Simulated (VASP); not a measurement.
# NaSb2Au (P-3m1) in VASP: notebook

Aim: see how the results for NaSb2Au move with the level of theory and the settings. Levels: LDA, PBE, PBEsol, RPBE, revPBE. Tasks: band structure.

All numbers are computed with VASP 6.6.1; they aren't measurements. Logs are shortened: lines on timing, memory, paths and dates and some standing lists are left out, and cuts for length are marked.

**1. The structure**

Symmetry: P-3m1, No. 164, trigonal system. The conventional cell has a = 4.357 Å, b = 4.357 Å, c = 6.818 Å, α = 90.00°, β = 90.00°, γ = 120.00°. Around Na (site symmetry -3m) lie 6 Sb at 3.31 Å and 2 Au at 3.41 Å. Sb (site symmetry 3m) has 3 Au at 2.81 Å as nearest neighbours. Au (site symmetry -3m) has 6 Sb at 2.81 Å as nearest neighbours.

The cell was built by a generator and needn't be a form met in nature.

**2. Band structure, LDA**

POSCAR

```
NaSb2Au
1.0
    4.3573000000      0.0000000000      0.0000000000
   -2.1786500000      3.7735400000      0.0000000000
    0.0000000000      0.0000000000      6.8184700000
Na Sb Au
1 2 1
Direct
    0.0000000000      0.0000000000      0.5000000000
    0.6666700000      0.3333300000      0.8163200000
    0.3333300000      0.6666700000      0.1836800000
    0.0000000000      0.0000000000      0.0000000000
```

INCAR.step1

```
PREC     = Accurate       # precision mode
ENCUT    = 520            # plane-wave cutoff, eV
EDIFF    = 1E-6           # SCF threshold, eV
ISMEAR   = -1             # smearing method
SIGMA    = 0.05           # smearing width, eV
LREAL    = False          # projectors in reciprocal space
LASPH    = True           # aspherical terms in the spheres
NELM     = 80             # most SCF steps
ALGO     = Fast           # electronic algorithm
ISIF     = 2              # what is computed and relaxed
LWAVE    = False          # write WAVECAR
LCHARG   = True           # write CHGCAR
LMAXMIX  = 4              # l up to which the mixer works
GGA      = CA             # functional
```

KPOINTS.step1

```
Automatic mesh
0
Gamma
  5 5 3
```

INCAR.step2

```
PREC     = Accurate       # precision mode
ENCUT    = 520            # plane-wave cutoff, eV
EDIFF    = 1E-6           # SCF threshold, eV
ISMEAR   = 0              # smearing method
SIGMA    = 0.05           # smearing width, eV
LREAL    = False          # projectors in reciprocal space
LASPH    = True           # aspherical terms in the spheres
NELM     = 80             # most SCF steps
ALGO     = Fast           # electronic algorithm
ISIF     = 2              # what is computed and relaxed
LWAVE    = False          # write WAVECAR
LCHARG   = False          # write CHGCAR
LMAXMIX  = 4              # l up to which the mixer works
GGA      = CA             # functional
ICHARG   = 11             # starting density
```

KPOINTS.step2

```
path GMKGALHA,LM,KH
15
line-mode
reciprocal
 0.0000000000  0.0000000000  0.0000000000  G
 0.5000000000  0.0000000000  0.0000000000  M

 0.5000000000  0.0000000000  0.0000000000  M
 0.3333333333  0.3333333333  0.0000000000  K

 0.3333333333  0.3333333333  0.0000000000  K
 0.0000000000  0.0000000000  0.0000000000  G

 0.0000000000  0.0000000000  0.0000000000  G
 0.0000000000  0.0000000000  0.5000000000  A

 0.0000000000  0.0000000000  0.5000000000  A
 0.5000000000  0.0000000000  0.5000000000  L

 0.5000000000  0.0000000000  0.5000000000  L
 0.3333333333  0.3333333333  0.5000000000  H

 0.3333333333  0.3333333333  0.5000000000  H
 0.0000000000  0.0000000000  0.5000000000  A

 0.5000000000  0.0000000000  0.5000000000  L
 0.5000000000  0.0000000000  0.0000000000  M

 0.3333333333  0.3333333333  0.0000000000  K
 0.3333333333  0.3333333333  0.5000000000  H
```

Potentials or basis: VASP PAW LDA potentials, release 64 (Na_pv, Sb, Au).

Command:

```bash
> cat potpaw_LDA.64/Na_pv/POTCAR potpaw_LDA.64/Sb/POTCAR potpaw_LDA.64/Au/POTCAR > POTCAR
> cp INCAR.step1 INCAR
> cp KPOINTS.step1 KPOINTS
> mpirun -np 1 vasp_std > vasp.out
> cp INCAR.step2 INCAR
> cp KPOINTS.step2 KPOINTS
> mpirun -np 1 vasp_std > vasp.out
```

OUTCAR:

```text
PREC = Accurate
   ENCUT = 520
   EDIFF = 1E-6
   ISMEAR = 0
   LREAL = False
   LASPH = True
   NELM = 80
   ISIF = 2
   GGA = CA
   ICHARG = 11

 ion  position               nearest neighbor table
   1  0.000  0.000  0.500-
   2  0.667  0.333  0.816-   4 2.81   4 2.81   4 2.81   3 3.55   3 3.55   3 3.55
   3  0.333  0.667  0.184-   4 2.81   4 2.81   4 2.81   2 3.55   2 3.55   2 3.55
   4  0.000  0.000  0.000-   2 2.81   3 2.81   2 2.81   3 2.81   2 2.81   3 2.81

  LATTYP: Found a hexagonal cell.
 ALAT       =     4.3573000000
 C/A-ratio  =     1.5648383173

  Lattice vectors:

 A1 = (   4.3573000000,   0.0000000000,   0.0000000000)
 A2 = (  -2.1786500000,   3.7735400000,   0.0000000000)
 A3 = (   0.0000000000,   0.0000000000,   6.8184700000)

Analysis of symmetry for initial positions (statically):
=====================================================================
 Subroutine PRICEL returns:
 Original cell was already a primitive cell.

 Routine SETGRP: Setting up the symmetry group for a
 hexagonal supercell.

 Subroutine GETGRP returns: Found  4 space group operations
 (whereof  4 operations were pure point group operations)
 out of a pool of 24 trial point group operations.

The static configuration has the point symmetry C_2h.

Analysis of symmetry for dynamics (positions and initial velocities):
=====================================================================
 Subroutine PRICEL returns:
 Original cell was already a primitive cell.

 Routine SETGRP: Setting up the symmetry group for a
 hexagonal supercell.

 Subroutine GETGRP returns: Found  4 space group operations
 (whereof  4 operations were pure point group operations)
 out of a pool of 24 trial point group operations.

The dynamic configuration has the point symmetry C_2h.

 Subroutine INISYM returns: Found  4 space group operations
 (whereof  4 operations are pure point group operations),
 and found     1 'primitive' translations

----------------------------------------------------------------------------------------

                                     Primitive cell

  volume of cell :     112.1123

  direct lattice vectors                    reciprocal lattice vectors
     4.357300000  0.000000000  0.000000000     0.229499920  0.132501577  0.000000000
    -2.178650000  3.773540000  0.000000000     0.000000000  0.265003154  0.000000000
     0.000000000  0.000000000  6.818470000     0.000000000  0.000000000  0.146660468

  length of vectors
     4.357300000  4.357306502  6.818470000     0.265003549  0.265003154  0.146660468

  position of ions in fractional coordinates (direct lattice)
     0.000000000  0.000000000  0.500000000
     0.666670000  0.333330000  0.816320000
     0.333330000  0.666670000  0.183680000
     0.000000000  0.000000000  0.000000000

  ion indices of the primitive-cell ions
   primitive index   ion index
                 1           1
                 2           2
                 3           3
                 4           4

----------------------------------------------------------------------------------------

 KPOINTS: path GMKGALHA,LM,KH

Interpolating k-points between supplied coordinates.

 Line segments in fractional coordinates (reciprocal lattice):
    0.000000  0.000000  0.000000  ...  0.500000  0.000000  0.000000
    0.500000  0.000000  0.000000  ...  0.333333  0.333333  0.000000
    0.333333  0.333333  0.000000  ...  0.000000  0.000000  0.000000
    0.000000  0.000000  0.000000  ...  0.000000  0.000000  0.500000
    0.000000  0.000000  0.500000  ...  0.500000  0.000000  0.500000
    0.500000  0.000000  0.500000  ...  0.333333  0.333333  0.500000
    0.333333  0.333333  0.500000  ...  0.000000  0.000000  0.500000
    0.500000  0.000000  0.500000  ...  0.500000  0.000000  0.000000
    0.333333  0.333333  0.000000  ...  0.333333  0.333333  0.500000

 Generated    15 points on each line segment, for a total of    135 k-points:

 Following reciprocal coordinates:
            Coordinates               Weight
  0.000000  0.000000  0.000000      0.007407
  0.035714  0.000000  0.000000      0.007407
  0.071429  0.000000  0.000000      0.007407
  0.107143  0.000000  0.000000      0.007407
  0.142857  0.000000  0.000000      0.007407
  0.178571  0.000000  0.000000      0.007407
[... 16 lines left out ...]
  0.416667  0.166667  0.000000      0.007407
  0.404762  0.190476  0.000000      0.007407
 [... further k-points ...]
   k-points           NKPTS =    135   k-points in BZ     NKDIM =    135   number of bands    NBANDS=     18
   number of dos      NEDOS =    301   number of ions     NIONS =      4
   total plane-waves  NPLWV =  55296
   dimension x,y,z NGX =    32 NGY =   32 NGZ =   54
   dimension x,y,z NGXF=    64 NGYF=   64 NGZF=  108
   ions per type =               1   2   1
   NGX,Y,Z   is equivalent  to a cutoff of  12.21, 12.21, 13.17 a.u.
   NGXF,Y,Z  is equivalent  to a cutoff of  24.42, 24.42, 26.33 a.u.
 SYSTEM =  unknown system
   PREC   = accura    normal or accurate (medium, high low for compatibility)
   ISTART =      0    job   : 0-new  1-cont  2-samecut
   ICHARG =     11    charge: 1-file 2-atom 10-const
   ISPIN  =      1    spin polarized calculation?
   LNONCOLLINEAR =      F non collinear calculations
   LSORBIT =      F    spin-orbit coupling
   LASPH  =      T    aspherical Exc in radial PAW
   ENCUT  =  520.0 eV  38.22 Ry    6.18 a.u.   8.10  8.10 12.68*2*pi/ulx,y,z
   NELM   =     80;   NELMIN=  2; NELMDL=  0     # of ELM steps
   EDIFF  = 0.1E-05   stopping-criterion for ELM
   LREAL  =      F    real-space projection
   EDIFFG = 0.1E-04   stopping-criterion for IOM
   NSW    =      0    number of steps for IOM
   IBRION =     -1    ionic relax: 0-MD 1-quasi-New 2-CG
   NFREE  =      0    steps in history (QN), initial steepest desc. (CG)
   ISIF   =      2    stress and relaxation
   ISYM   =      2    0-nonsym 1-usesym 2-fastsym
   POTIM  = 0.5000    time-step for ionic-motion
   TEBEG  =    0.0;   TEEND  =   0.0 temperature during run
   PSTRESS=    0.0 pullay stress
   NELECT =      28.0000    total number of electrons
   NUPDOWN=      -1.0000    fix difference up-down
   EMIN   =  10.00;   EMAX   =-10.00  energy-range for DOS
   EFERMI =   0.00;   METHOD = LEGACY
   ISMEAR =     0;   SIGMA  =   0.05  broadening in eV -4-tet -1-fermi 0-gaus
   EFERMI_NEDOS =   21; number of points for ismear=-14 and -15
   IALGO  =     68    algorithm
   IMIX   =      4    mixing-type and parameters
     AMIX     =   0.40;   BMIX     =  1.00
     AMIX_MAG =   1.60;   BMIX_MAG =  1.00
  volume/ion in A,a.u.               =      28.03       189.14
  Fermi-wavevector in a.u.,A,eV,Ry     =   1.030963  1.948237 14.461423  1.062885
  Thomas-Fermi vector in A             =   2.165087
   LORBIT       =      0    0 simple, 1 ext, 2 COOP (PROOUT), +10 PAW based schemes
   GGA     = CA    functional components
   LHFCALC =     F    Hartree Fock is set to
   AEXX    =    0.0000 exact exchange contribution
   IVDW    =     0    specifies the selected vdW correction
   LEPSILON=     F    determine dielectric tensor
   LRPA    =     F    only Hartree local field effects (RPA)
 non-spin polarized calculation
 RMM-DIIS sequential band-by-band and
 Gauss-broadening in eV      SIGMA  =   0.05
  energy-cutoff  :      520.00
  volume of cell :      112.11
 maximum number of plane-waves:      3046

 number of electron      27.9999989 magnetization

 Free energy of the ion-electron system (eV)
  ---------------------------------------------------
  ext. energy  EPLUGINS =         0.00000000
  ---------------------------------------------------
  free energy    TOTEN  =       -15.51483655 eV

  energy without entropy =      -15.50876896  energy(sigma->0) =      -15.51180275

 E-fermi :   5.2976     XC(G=0):  -9.3527

 val. band max:        5.2955659404   @ k =   0.3571   0.0000   0.5000
 cond. band min:       5.3158701895   @ k =   0.3333   0.3333   0.1071
 fundamental gap:      0.0203042491
 Fermi energy:         5.2975616413

 k-point     1 :       0.0000    0.0000    0.0000
  band No.  band energies     occupation
      1     -19.3508      2.00000
      2     -19.3508      2.00000
      3     -19.3357      2.00000
      4      -6.3414      2.00000
      5      -3.5986      2.00000
      6      -0.8426      2.00000
[... 10 lines left out ...]
     17       7.2192      0.00000
     18       8.6560      0.00000

 k-point     2 :       0.0357    0.0000    0.0000
  band No.  band energies     occupation
      1     -19.3509      2.00000
      2     -19.3508      2.00000
      3     -19.3357      2.00000
      4      -6.3285      2.00000
      5      -3.6052      2.00000
      6      -0.8374      2.00000
[... 10 lines left out ...]
     17       7.3649      0.00000
     18       8.7257      0.00000

 k-point     3 :       0.0714    0.0000    0.0000
  band No.  band energies     occupation
      1     -19.3511      2.00000
      2     -19.3509      2.00000
      3     -19.3356      2.00000
      4      -6.2897      2.00000
      5      -3.6244      2.00000
      6      -0.8221      2.00000
[... 10 lines left out ...]
     17       7.7159      0.00000
     18       8.9097      0.00000

 k-point     4 :       0.1071    0.0000    0.0000
  band No.  band energies     occupation
      1     -19.3515      2.00000
      2     -19.3510      2.00000
      3     -19.3356      2.00000
      4      -6.2256      2.00000
      5      -3.6552      2.00000
      6      -0.7972      2.00000
[... 375 lines left out ...]
      4      -4.4486      2.00000
      5      -4.4271      2.00000
      6      -0.9078      2.00000
[... 10 lines left out ...]
     17       7.5084      0.00000
     18       9.1647      0.00000

 k-point    23 :       0.4167    0.1667    0.0000
  band No.  band energies     occupation
      1     -19.3563      2.00000
      2     -19.3532      2.00000
      3     -19.3344      2.00000
      4      -4.4394      2.00000
      5      -4.4040      2.00000
      6      -0.8798      2.00000
[... 10 lines left out ...]
     17       7.5932      0.00000
     18       9.1589      0.00000

 k-point    24 :       0.4048    0.1905    0.0000
  band No.  band energies     occupation
      1     -19.3561      2.00000
      2     -19.3534      2.00000
      3     -19.3344      2.00000
      4      -4.4288      2.00000
      5      -4.3806      2.00000
      6      -0.8491      2.00000
[... 10 lines left out ...]
     17       7.6235      0.00000
     18       9.2477      0.00000

 [... further k-points ...]

------------------------ aborting loop because EDIFF is reached ----------------------------------------

  FORCE on cell =-STRESS in cart. coord.  units (eV):
  Direction    XX          YY          ZZ          XY          YZ          ZX
  --------------------------------------------------------------------------------------
  -------------------------------------------------------------------------------------
  Total       -4.0523842     -4.6083724     -3.9840445     -0.4814850     -0.6913196      1.1973986
  in kB      -57.9119039    -65.8574330    -56.9352726     -6.8808167     -9.8795261     17.1118113
  external PRESSURE =     -60.2348698 kB  Pullay stress =       0.0000000 kB

 VOLUME and BASIS-vectors are now :
 -----------------------------------------------------------------------------
  energy-cutoff  :      520.00
  volume of cell :      112.11
      direct lattice vectors                 reciprocal lattice vectors
     4.357300000  0.000000000  0.000000000     0.229499920  0.132501577  0.000000000
    -2.178650000  3.773540000  0.000000000     0.000000000  0.265003154  0.000000000
     0.000000000  0.000000000  6.818470000     0.000000000  0.000000000  0.146660468

 POSITION                                       TOTAL-FORCE (eV/Angst)
 -----------------------------------------------------------------------------------
      0.00000      0.00000      3.40923         0.000000      0.000000      0.000000
      2.17867      1.25783      5.56605        -0.482274      0.278442     -0.057766
     -0.00002      2.51571      1.25242         0.482274     -0.278442      0.057766
      0.00000      0.00000      0.00000         0.000000      0.000000      0.000000
 -----------------------------------------------------------------------------------
    total drift:                                0.000000      0.000000      0.000000

  FREE ENERGIE OF THE ION-ELECTRON SYSTEM (eV)
  ---------------------------------------------------
  free  energy   TOTEN  =       -15.5148365452 eV

  energy  without entropy=      -15.5087689558  energy(sigma->0) =      -15.51180275
```

It took 2.4 min on 1 thread of Intel Xeon 6975P-C (Granite Rapids), shared host; peak memory 0.39 GiB.

What came out:

| Quantity | Value |
| --- | --- |
| Band gap along the path | none (metal or under the smearing width) |

Levels at the corners of the path, in eV from the Fermi level:
| point | band 11 | band 12 | band 13 | band 14 | band 15 | band 16 | band 17 | band 18 |
| --- | --- | --- | --- | --- | --- | --- | --- | --- |
| Γ | -3.24 | 0.03 | 0.03 | 0.45 | 1.26 | 1.26 | 1.96 | 3.40 |
| M | -3.73 | -3.37 | -2.31 | -1.74 | 0.17 | 1.67 | 1.71 | 3.60 |
| M | -3.73 | -3.37 | -2.31 | -1.74 | 0.17 | 1.67 | 1.71 | 3.60 |
| K | -4.99 | -2.31 | -2.31 | -1.92 | -0.06 | -0.06 | 2.18 | 5.15 |
| K | -4.99 | -2.31 | -2.31 | -1.92 | -0.06 | -0.06 | 2.18 | 5.15 |
| Γ | -3.24 | 0.03 | 0.03 | 0.45 | 1.26 | 1.26 | 1.96 | 3.40 |
| Γ | -3.24 | 0.03 | 0.03 | 0.45 | 1.26 | 1.26 | 1.96 | 3.40 |
| A | -2.18 | -1.47 | -0.03 | -0.03 | 1.41 | 1.41 | 2.97 | 2.98 |
| A | -2.18 | -1.47 | -0.03 | -0.03 | 1.41 | 1.41 | 2.97 | 2.98 |
| L | -3.93 | -3.81 | -2.23 | -0.77 | 0.38 | 1.28 | 2.36 | 3.43 |
| L | -3.93 | -3.81 | -2.23 | -0.77 | 0.38 | 1.28 | 2.36 | 3.44 |
| H | -4.96 | -2.71 | -2.71 | -2.40 | 1.20 | 1.20 | 4.05 | 4.05 |
| H | -4.96 | -2.71 | -2.71 | -2.40 | 1.20 | 1.20 | 4.05 | 4.05 |
| A | -2.18 | -1.47 | -0.03 | -0.03 | 1.41 | 1.41 | 2.97 | 2.98 |
| L | -3.93 | -3.81 | -2.23 | -0.77 | 0.38 | 1.28 | 2.36 | 3.44 |
| M | -3.73 | -3.37 | -2.31 | -1.74 | 0.17 | 1.67 | 1.71 | 3.60 |
| K | -4.99 | -2.31 | -2.31 | -1.92 | -0.06 | -0.06 | 2.18 | 5.15 |
| H | -4.96 | -2.71 | -2.71 | -2.40 | 1.20 | 1.20 | 4.04 | 4.05 |

Caveat: the log is that of the step along the path at fixed density, whose energy, stress, charges and moments have no meaning; spin-orbit coupling is left out, which moves the levels of the heavy elements.

**3. Band structure, PBE**

POSCAR is that of step 2.

INCAR.step1, as its differences from that of step 2:

```diff
@@ -13,2 +13,2 @@
 LMAXMIX  = 4              # l up to which the mixer works
-GGA      = CA             # functional
+GGA      = PE             # functional
```

KPOINTS.step1 is that of step 2.

INCAR.step2, as its differences from that of step 2:

```diff
@@ -13,3 +13,3 @@
 LMAXMIX  = 4              # l up to which the mixer works
-GGA      = CA             # functional
+GGA      = PE             # functional
 ICHARG   = 11             # starting density
```

KPOINTS.step2 is that of step 2.

Potentials or basis: VASP PAW PBE potentials, release 64 (Na_pv, Sb, Au).

Command:

```bash
> cat potpaw_PBE.64/Na_pv/POTCAR potpaw_PBE.64/Sb/POTCAR potpaw_PBE.64/Au/POTCAR > POTCAR
> cp INCAR.step1 INCAR
> cp KPOINTS.step1 KPOINTS
> mpirun -np 1 vasp_std > vasp.out
> cp INCAR.step2 INCAR
> cp KPOINTS.step2 KPOINTS
> mpirun -np 1 vasp_std > vasp.out
```

Run time: 2.4 min. Hardware: 1 thread of Intel Xeon 6975P-C (Granite Rapids), shared host; peak memory 0.43 GiB.

It converged, with:

* Band gap along the path: none (metal or under the smearing width)

Levels at the corners of the path, in eV from the Fermi level:
| point | band 12 | band 13 | band 14 | band 15 | band 16 | band 17 |
| --- | --- | --- | --- | --- | --- | --- |
| Γ | 0.03 | 0.03 | 0.49 | 1.24 | 1.24 | 2.04 |
| M | -3.39 | -2.34 | -1.76 | 0.18 | 1.67 | 1.70 |
| M | -3.39 | -2.34 | -1.76 | 0.18 | 1.67 | 1.70 |
| K | -2.34 | -2.34 | -1.93 | -0.07 | -0.07 | 2.23 |
| K | -2.34 | -2.34 | -1.93 | -0.07 | -0.07 | 2.23 |
| Γ | 0.03 | 0.03 | 0.49 | 1.24 | 1.24 | 2.04 |
| Γ | 0.03 | 0.03 | 0.49 | 1.24 | 1.24 | 2.04 |
| A | -1.44 | -0.04 | -0.04 | 1.40 | 1.40 | 2.98 |
| A | -1.44 | -0.04 | -0.04 | 1.40 | 1.40 | 2.98 |
| L | -3.83 | -2.25 | -0.79 | 0.39 | 1.27 | 2.36 |
| L | -3.83 | -2.25 | -0.79 | 0.39 | 1.27 | 2.36 |
| H | -2.74 | -2.74 | -2.40 | 1.20 | 1.20 | 4.06 |
| H | -2.74 | -2.74 | -2.40 | 1.20 | 1.20 | 4.06 |
| A | -1.44 | -0.04 | -0.04 | 1.40 | 1.40 | 2.98 |
| L | -3.83 | -2.25 | -0.79 | 0.39 | 1.27 | 2.36 |
| M | -3.39 | -2.34 | -1.76 | 0.18 | 1.67 | 1.70 |
| K | -2.34 | -2.34 | -1.93 | -0.07 | -0.07 | 2.23 |
| H | -2.74 | -2.74 | -2.40 | 1.20 | 1.20 | 4.05 |

Caveat: the log is that of the step along the path at fixed density, whose energy, stress, charges and moments have no meaning; spin-orbit coupling is left out, which moves the levels of the heavy elements.

(Part 1 of 2 ends here.)
